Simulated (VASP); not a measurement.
A convergence study with VASP on V (bcc): one setting is varied, all else stays as given below, so the limit is that of these other settings.

```yaml
crystal:
  lattice:
    - [-1.51500, 1.51500, 1.51500]
    - [1.51500, -1.51500, 1.51500]
    - [1.51500, 1.51500, -1.51500]
  atoms:
    - { symbol: V, position: [0.00000, 0.00000, 0.00000] }
```

The numbers are results of PBE GGA, VASP's PBE PAW potentials (set 64) (plane waves; VASP), not measurements. The tightest run used: 550 eV cut-off, 27×27×27 Γ-centred mesh, first-order Methfessel-Paxton smearing of 0.10 eV, potentials V_sv.

```csv
setting,E (eV/atom),pressure (GPa),irreducible k-points
1×1×1 mesh,-11.2229,90.80,1
2×2×2 mesh,-9.2971,-26.06,3
3×3×3 mesh,-9.0775,-5.89,4
4×4×4 mesh,-9.0833,-6.25,8
6×6×6 mesh,-8.9172,-3.16,16
7×7×7 mesh,-8.9933,-5.09,20
8×8×8 mesh,-8.9927,-6.62,29
9×9×9 mesh,-8.9736,-5.74,35
10×10×10 mesh,-8.9865,-4.52,47
```

Question: These are the cheaper rows. Estimate the results at 27×27×27 mesh, and how far the last row shown lies from them.

Answer: 
```json
[
 {"quantity": "E (eV/atom)", "tightest run": "-8.9841", "last row shown is off by": "-0.0024"},
 {"quantity": "pressure (GPa)", "tightest run": "-5.47", "last row shown is off by": "0.95"}
]
```

Left out are rungs that failed or repeat a setting and relaxations that didn't move; long series are thinned to 24 rows.

The compound is V in the bcc structure. The cell was not relaxed at this level. The run is not spin-polarised, so no magnetic state was tried.
